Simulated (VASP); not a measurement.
# Ga3BSb2 (P6/mmm) in VASP: notebook

One crystal, Ga3BSb2, is run at these levels: PBE; tasks: relaxation of cell and atoms.

Program: VASP 6.6.1. These are calculated values, not measurements. Logs are shortened: lines on timing, memory, paths and dates and some standing lists are left out, and cuts for length are marked.

**1. Starting point**

The structure is hexagonal, space group P6/mmm (No. 191). The conventional cell has a = 3.961 Å, b = 3.961 Å, c = 9.505 Å, α = 90.00°, β = 90.00°, γ = 120.00°. Ga (site symmetry 6/mmm) is surrounded by 6 Ga at 2.29 Å and 2 Sb at 2.49 Å. Around Ga (site symmetry -6m2) lie 6 Ga at 2.29 Å. B (site symmetry 6/mmm) is surrounded by 2 Sb at 2.27 Å. Around Sb (site symmetry 6mm) lie 1 B at 2.27 Å and 1 Ga at 2.49 Å.

The cell was built by a generator and needn't be a form met in nature.

**2. Relaxation of cell and atoms, PBE**

The input, INCAR:

```
PREC = Normal
ENCUT = 520
EDIFF = 1E-4
ISMEAR = 0
SIGMA = 0.15
LREAL = False
LASPH = True
NELM = 60
ALGO = Fast
ISIF = 3
LWAVE = False
LCHARG = False
GGA = PE
IBRION = 2
NSW = 24
EDIFFG = -0.08
```

The input, KPOINTS:

```
Automatic mesh
0
Gamma
  5 5 2
```

The input, POSCAR:

```
Ga3BSb2
1.0
    3.9614828200      0.0000000000      0.0000000000
   -1.9807414100      3.4307447600      0.0000000000
    0.0000000000      0.0000000000      9.5054727600
Ga B Sb
3 1 2
Direct
    0.0000000000      0.0000000000      0.5000000000
    0.3333333300      0.6666666700      0.5000000000
    0.6666666700      0.3333333300      0.5000000000
    0.0000000000      0.0000000000      0.0000000000
    0.0000000000      0.0000000000      0.7616097400
    0.0000000000      0.0000000000      0.2383902600
```

Potentials or basis: VASP PAW PBE potentials, release 64 (Ga_d, B, Sb).

Started as:

```console
$ cat potpaw_PBE.64/Ga_d/POTCAR potpaw_PBE.64/B/POTCAR potpaw_PBE.64/Sb/POTCAR > POTCAR
$ mpirun -np 1 vasp_std > vasp.out
```

OUTCAR:

```text
PREC = Normal
   ENCUT = 520
   EDIFF = 1E-4
   ISMEAR = 0
   LREAL = False
   LASPH = True
   NELM = 60
   ISIF = 3
   GGA = PE
   IBRION = 2
   NSW = 24
   EDIFFG = -0.08

 ion  position               nearest neighbor table
   1  0.000  0.000  0.500-   2 2.29   3 2.29   3 2.29   2 2.29   3 2.29   2 2.29   5 2.49   6 2.49

   2  0.333  0.667  0.500-   1 2.29   3 2.29   3 2.29   1 2.29   1 2.29   3 2.29
   3  0.667  0.333  0.500-   2 2.29   1 2.29   2 2.29   1 2.29   1 2.29   2 2.29
   4  0.000  0.000  0.000-   5 2.27   6 2.27
   5  0.000  0.000  0.762-   4 2.27   1 2.49
   6  0.000  0.000  0.238-   4 2.27   1 2.49

  LATTYP: Found a hexagonal cell.
 ALAT       =     3.9614828200
 C/A-ratio  =     2.3994734275

  Lattice vectors:

 A1 = (   3.9614828200,   0.0000000000,   0.0000000000)
 A2 = (  -1.9807414100,   3.4307447600,   0.0000000000)
 A3 = (   0.0000000000,   0.0000000000,   9.5054727600)

Analysis of symmetry for initial positions (statically):
=====================================================================
 Subroutine PRICEL returns:
 Original cell was already a primitive cell.

 Routine SETGRP: Setting up the symmetry group for a
 hexagonal supercell.

 Subroutine GETGRP returns: Found 24 space group operations
 (whereof 24 operations were pure point group operations)
 out of a pool of 24 trial point group operations.

The static configuration has the point symmetry D_6h.

Analysis of symmetry for dynamics (positions and initial velocities):
=====================================================================
 Subroutine PRICEL returns:
 Original cell was already a primitive cell.

 Routine SETGRP: Setting up the symmetry group for a
 hexagonal supercell.

 Subroutine GETGRP returns: Found 24 space group operations
 (whereof 24 operations were pure point group operations)
 out of a pool of 24 trial point group operations.

The dynamic configuration has the point symmetry D_6h.

 Subroutine INISYM returns: Found 24 space group operations
 (whereof 24 operations are pure point group operations),
 and found     1 'primitive' translations

----------------------------------------------------------------------------------------

                                     Primitive cell

  volume of cell :     129.1873

  direct lattice vectors                    reciprocal lattice vectors
     3.961482820  0.000000000  0.000000000     0.252430730  0.145740950  0.000000000
    -1.980741410  3.430744760  0.000000000     0.000000000  0.291481900  0.000000000
     0.000000000  0.000000000  9.505472760     0.000000000  0.000000000  0.105202553

  length of vectors
     3.961482820  3.961482821  9.505472760     0.291481900  0.291481900  0.105202553

  position of ions in fractional coordinates (direct lattice)
     0.000000000  0.000000000  0.500000000
     0.333333330  0.666666670  0.500000000
     0.666666670  0.333333330  0.500000000
     0.000000000  0.000000000  0.000000000
     0.000000000  0.000000000  0.761609740
     0.000000000  0.000000000  0.238390260

  ion indices of the primitive-cell ions
   primitive index   ion index
                 1           1
                 2           2
                 3           3
                 4           4
                 5           5
                 6           6

----------------------------------------------------------------------------------------

 KPOINTS: Automatic mesh

Automatic generation of k-mesh.
 Grid dimensions read from file:
 generate k-points for:    5    5    2

 Generating k-lattice:

  Cartesian coordinates                     Fractional coordinates (reciprocal lattice)
     0.050486146  0.029148190  0.000000000     0.200000000  0.000000000  0.000000000
     0.000000000  0.058296380  0.000000000     0.000000000  0.200000000  0.000000000
     0.000000000  0.000000000  0.052601276     0.000000000  0.000000000  0.500000000

  Length of vectors
     0.058296380  0.058296380  0.052601276

  Shift w.r.t. Gamma in fractional coordinates (k-lattice)
     0.000000000  0.000000000  0.000000000

 Subroutine IBZKPT returns following result:
 ===========================================

 Found     10 irreducible k-points:

 Following reciprocal coordinates:
            Coordinates               Weight
  0.000000  0.000000  0.000000      1.000000
  0.200000  0.000000  0.000000      6.000000
  0.400000  0.000000  0.000000      6.000000
  0.200000  0.200000  0.000000      6.000000
  0.400000  0.200000  0.000000      6.000000
  0.000000  0.000000  0.500000      1.000000
  0.200000  0.000000  0.500000      6.000000
  0.400000  0.000000  0.500000      6.000000
  0.200000  0.200000  0.500000      6.000000
  0.400000  0.200000  0.500000      6.000000
   k-points           NKPTS =     10   k-points in BZ     NKDIM =     10   number of bands    NBANDS=     31
   number of dos      NEDOS =    301   number of ions     NIONS =      6
   total plane-waves  NPLWV =  31104
   dimension x,y,z NGX =    24 NGY =   24 NGZ =   54
   dimension x,y,z NGXF=    48 NGYF=   48 NGZF=  108
   ions per type =               3   1   2
   NGX,Y,Z   is equivalent  to a cutoff of  10.07, 10.07,  9.44 a.u.
   NGXF,Y,Z  is equivalent  to a cutoff of  20.14, 20.14, 18.89 a.u.
 SYSTEM =  unknown system
   PREC   = normal    normal or accurate (medium, high low for compatibility)
   ISTART =      0    job   : 0-new  1-cont  2-samecut
   ICHARG =      2    charge: 1-file 2-atom 10-const
   ISPIN  =      1    spin polarized calculation?
   LNONCOLLINEAR =      F non collinear calculations
   LSORBIT =      F    spin-orbit coupling
   LASPH  =      T    aspherical Exc in radial PAW
   ENCUT  =  520.0 eV  38.22 Ry    6.18 a.u.   7.37  7.37 17.67*2*pi/ulx,y,z
   NELM   =     60;   NELMIN=  2; NELMDL= -5     # of ELM steps
   EDIFF  = 0.1E-03   stopping-criterion for ELM
   LREAL  =      F    real-space projection
   EDIFFG = -.8E-01   stopping-criterion for IOM
   NSW    =     24    number of steps for IOM
   IBRION =      2    ionic relax: 0-MD 1-quasi-New 2-CG
   NFREE  =      1    steps in history (QN), initial steepest desc. (CG)
   ISIF   =      3    stress and relaxation
   ISYM   =      2    0-nonsym 1-usesym 2-fastsym
   POTIM  = 0.5000    time-step for ionic-motion
   TEBEG  =    0.0;   TEEND  =   0.0 temperature during run
   PSTRESS=    0.0 pullay stress
   NELECT =      52.0000    total number of electrons
   NUPDOWN=      -1.0000    fix difference up-down
   EMIN   =  10.00;   EMAX   =-10.00  energy-range for DOS
   EFERMI =   0.00;   METHOD = LEGACY
   ISMEAR =     0;   SIGMA  =   0.15  broadening in eV -4-tet -1-fermi 0-gaus
   EFERMI_NEDOS =   21; number of points for ismear=-14 and -15
   IALGO  =     68    algorithm
   IMIX   =      4    mixing-type and parameters
     AMIX     =   0.40;   BMIX     =  1.00
     AMIX_MAG =   1.60;   BMIX_MAG =  1.00
  volume/ion in A,a.u.               =      21.53       145.30
  Fermi-wavevector in a.u.,A,eV,Ry     =   1.208749  2.284204 19.879107  1.461073
  Thomas-Fermi vector in A             =   2.344347
   LORBIT       =      0    0 simple, 1 ext, 2 COOP (PROOUT), +10 PAW based schemes
   GGA     = PE    functional components
   LHFCALC =     F    Hartree Fock is set to
   AEXX    =    0.0000 exact exchange contribution
   IVDW    =     0    specifies the selected vdW correction
   LEPSILON=     F    determine dielectric tensor
   LRPA    =     F    only Hartree local field effects (RPA)
 conjugate gradient relaxation of ions
 non-spin polarized calculation
 RMM-DIIS sequential band-by-band and
 Gauss-broadening in eV      SIGMA  =   0.15
  energy-cutoff  :      520.00
  volume of cell :      129.19
 maximum number of plane-waves:      3528
   NGX = 15   NGY = 15   NGZ = 35

--------------------------------------- Ionic step        1  -------------------------------------------

 number of electron      51.9999923 magnetization

 Free energy of the ion-electron system (eV)
  ---------------------------------------------------
  ext. energy  EPLUGINS =         0.00000000
  ---------------------------------------------------
  free energy    TOTEN  =       -13.88394121 eV

  energy without entropy =      -13.85897490  energy(sigma->0) =      -13.87145805

 E-fermi :   5.9312     XC(G=0):  -9.8668

 val. band max:        5.9221652719   @ k =   0.2000   0.0000   0.5000
 cond. band min:       6.0945033328   @ k =   0.4000   0.0000   0.0000
 fundamental gap:      0.1723380610
 Fermi energy:         5.9311720393

 k-point     1 :       0.0000    0.0000    0.0000
  band No.  band energies     occupation
      1     -11.7443      2.00000
      2     -11.0157      2.00000
      3     -11.0157      2.00000
      4     -10.9100      2.00000
      5     -10.9100      2.00000
      6     -10.7885      2.00000
[... 442 lines left out ...]
  FREE ENERGIE OF THE ION-ELECTRON SYSTEM (eV)
  ---------------------------------------------------
  free  energy   TOTEN  =       -18.0838060678 eV

  energy  without entropy=      -18.0178202915  energy(sigma->0) =      -18.05081318

[... ionic steps 4 to 12 ...]

--------------------------------------- Ionic step       13  -------------------------------------------

 number of electron      51.9999885 magnetization

------------------------ aborting loop because EDIFF is reached ----------------------------------------

  FORCE on cell =-STRESS in cart. coord.  units (eV):
  Direction    XX          YY          ZZ          XY          YZ          ZX
  --------------------------------------------------------------------------------------
  -------------------------------------------------------------------------------------
  Total       -0.3569126     -0.3569126     -0.3972849      0.0000000      0.0000000      0.0000000
  in kB       -2.8826832     -2.8826832     -3.2087592      0.0000000      0.0000000      0.0000000
  external PRESSURE =      -2.9913752 kB  Pullay stress =       0.0000000 kB
[... 65 lines left out ...]
  energy  without entropy=      -18.3861967161  energy(sigma->0) =      -18.40356755

--------------------------------------- Ionic step       15  -------------------------------------------

 number of electron      51.9999867 magnetization

 Free energy of the ion-electron system (eV)
  ---------------------------------------------------
  ext. energy  EPLUGINS =         0.00000000
  ---------------------------------------------------
  free energy    TOTEN  =       -18.42279164 eV

  energy without entropy =      -18.38949152  energy(sigma->0) =      -18.40614158

 E-fermi :   2.0489     XC(G=0):  -7.9687

 val. band max:        1.9996984760   @ k =   0.0000   0.0000   0.5000
 cond. band min:       2.1027992305   @ k =   0.0000   0.0000   0.0000
 fundamental gap:      0.1031007544
 Fermi energy:         2.0488533299

 k-point     1 :       0.0000    0.0000    0.0000
  band No.  band energies     occupation
      1     -13.3071      2.00000
      2     -13.1259      2.00000
      3     -13.1259      2.00000
      4     -13.1255      2.00000
      5     -13.1255      2.00000
      6     -13.1149      2.00000
[... 362 lines left out ...]
  FREE ENERGIE OF THE ION-ELECTRON SYSTEM (eV)
  ---------------------------------------------------
  free  energy   TOTEN  =       -18.4227916437 eV

  energy  without entropy=      -18.3894915187  energy(sigma->0) =      -18.40614158

 reached required accuracy - stopping structural energy minimisation
```

Run time: 1.8 min. Hardware: 1 thread of Intel Xeon 6975P-C (Granite Rapids), shared host; peak memory 0.2 GiB.

What came out:

* Free energy: -18.4228 eV
* Relaxed volume: 32.95 Å³/atom
* Relaxed cell: a = 4.837 Å, b = 4.837 Å, c = 9.759 Å, α = 90.00°, β = 90.00°, γ = 120.00°
* Space group after relaxing (to 0.05 Å): P6/mmm (No. 191)
* Energy gained by relaxing: 756.5 meV/atom
* Ionic steps: 15
* Pressure after relaxing: -0.2 GPa
* Band gap on the k mesh: none (metal or under the smearing width)

Stress tensor (GPa, compression positive):
```
-0.11  0.00  0.00
 0.00 -0.11  0.00
 0.00  0.00 -0.31
```

Step by step:
```
step  energy change (eV)  largest force (eV/Å)  pressure (GPa)  volume (Å³)
   1              0.0000                4.7011           24.22       129.19
   2             -4.2018                1.4328           -2.14       199.60
   3             -4.1999                1.4751           -1.81       196.88
   4             -4.4866                0.9109            1.23       190.09
   5             -4.5171                0.1598            0.39       191.58
   6             -4.5263                0.1562            0.04       193.43
   7             -4.5302                0.1539           -0.16       194.40
   8             -4.5355                0.1416           -0.16       196.35
   9             -4.5343                0.0959           -0.24       200.25
  10             -4.5368                0.1317           -0.01       197.42
  11             -4.5367                0.1198           -0.56       198.84
  12             -4.5370                0.1282            0.08       197.90
  13             -4.5369                0.1247           -0.30       198.37
  14             -4.5370                0.1262           -0.07       198.18
  15             -4.5389                0.0004           -0.18       197.70
```

Final structure:
```yaml
crystal:
  lattice:
    - [4.83658, 0.00000, 0.00000]
    - [-2.41829, 4.18860, 0.00000]
    - [0.00000, 0.00000, 9.75864]
  atoms:
    - { symbol: Ga, position: [0.00000, 0.00000, 0.50000] }
    - { symbol: Ga, position: [0.33333, 0.66667, 0.50000] }
    - { symbol: Ga, position: [0.66667, 0.33333, 0.50000] }
    - { symbol: B, position: [0.00000, 0.00000, 0.00000] }
    - { symbol: Sb, position: [0.00000, 0.00000, 0.78805] }
    - { symbol: Sb, position: [0.00000, 0.00000, 0.21195] }
```

Levels at points of the mesh, in eV from the Fermi level:
```tsv
k point	band 23	band 24	band 25	band 26	band 27	band 28	band 29	band 30
(0.00, 0.00, 0.00)	-1.22	-1.22	-0.38	-0.38	0.05	0.05	0.68	0.68
(0.00, 0.00, 0.50)	-0.98	-0.64	-0.64	-0.38	-0.38	-0.38	-0.05	1.51
```

Caveat: the k mesh is coarse (spacing up to 0.37 Å⁻¹), so the values aren't converged; the volume moved by over 15 % at a fixed basis, so the end points are rough; the relaxation stopped at a loose force limit of 0.08 eV/Å, so its end isn't a converged minimum.

**3. Relaxation of cell and atoms, PBE**

This run uses another cell than the first one, of 22.88 Å³/atom, 1.063 times its volume.

INCAR is that of step 2.

The input, KPOINTS:

```
Automatic mesh
0
Gamma
  4 4 3
```

The input, POSCAR:

```
Ga3BSb2
1.0
    4.8676052300      0.0000000000      0.0000000000
   -2.4338026200      4.2154697900      0.0000000000
    0.0000000000      0.0000000000      6.6915929300
Ga B Sb
3 1 2
Direct
    0.5000000000      0.0000000000      0.5000000000
    0.0000000000      0.5000000000      0.5000000000
    0.5000000000      0.5000000000      0.5000000000
    0.0000000000      0.0000000000      0.0000000000
    0.0000000000      0.0000000000      0.7116297100
    0.0000000000      0.0000000000      0.2883702900
```

Potentials or basis: VASP PAW PBE potentials, release 64 (Ga_d, B, Sb).

Started as:

```console
$ cat potpaw_PBE.64/Ga_d/POTCAR potpaw_PBE.64/B/POTCAR potpaw_PBE.64/Sb/POTCAR > POTCAR
$ mpirun -np 1 vasp_std > vasp.out
```

Wall time 61 s (1 thread of Intel Xeon 6975P-C (Granite Rapids), shared host); peak memory 0.2 GiB.

Results (log left out):

```
Free energy                            : -20.0381 eV
Relaxed volume                         : 32.55 Å³/atom
Relaxed cell                           : a = 5.447 Å, b = 5.447 Å, c = 7.603 Å, α = 90.00°, β = 90.00°, γ = 120.00°
Space group after relaxing (to 0.05 Å) : P6/mmm (No. 191)
Energy gained by relaxing              : 550.0 meV/atom
Ionic steps                            : 7
Pressure after relaxing                : -0.2 GPa
Largest force after relaxing           : 0.055 eV/Å
Band gap on the k mesh                 : none (metal or under the smearing width)
```

Forces on the atoms (eV/Å):
```
Ga   0.000  0.000  0.000
Ga   0.000  0.000  0.000
Ga   0.000  0.000  0.000
B    0.000  0.000  0.000
Sb   0.000  0.000  0.055
Sb   0.000  0.000 -0.055
```

The path:
```tsv
step	energy change (eV)	largest force (eV/Å)	pressure (GPa)	volume (Å³)
1	0.0000	0.5071	25.09	137.31
2	-2.6432	1.3978	-3.65	221.12
3	-3.1233	1.3640	0.59	187.12
4	-3.1241	1.3715	0.15	188.22
5	-3.2966	0.0023	0.22	193.22
6	-3.2967	0.0479	0.39	193.08
7	-3.2998	0.0546	-0.19	195.33
```

Final structure:
```
CELL_PARAMETERS angstrom
5.44674 0.00000 0.00000
-2.72337 4.71701 0.00000
0.00000 0.00000 7.60265
ATOMIC_POSITIONS crystal
Ga 0.50000 0.00000 0.50000
Ga 0.00000 0.50000 0.50000
Ga 0.50000 0.50000 0.50000
B 0.00000 0.00000 0.00000
Sb 0.00000 0.00000 0.72278
Sb 0.00000 0.00000 0.27722
```

Levels at points of the mesh, in eV from the Fermi level:
```csv
k point,band 22,band 23,band 24,band 25,band 26,band 27,band 28,band 29,band 30,band 31
"(0.00, 0.00, 0.00)",-2.86,-2.84,-2.84,-2.18,-0.15,-0.15,0.32,0.32,1.22,2.29
"(0.50, 0.00, 0.00)",-2.38,-1.52,-1.25,-0.77,-0.54,0.47,1.67,2.26,2.57,2.72
```

Caveat: the k mesh is coarse (spacing up to 0.37 Å⁻¹), so the values aren't converged; the volume moved by over 15 % at a fixed basis, so the end points are rough; the relaxation stopped at a loose force limit of 0.08 eV/Å, so its end isn't a converged minimum.
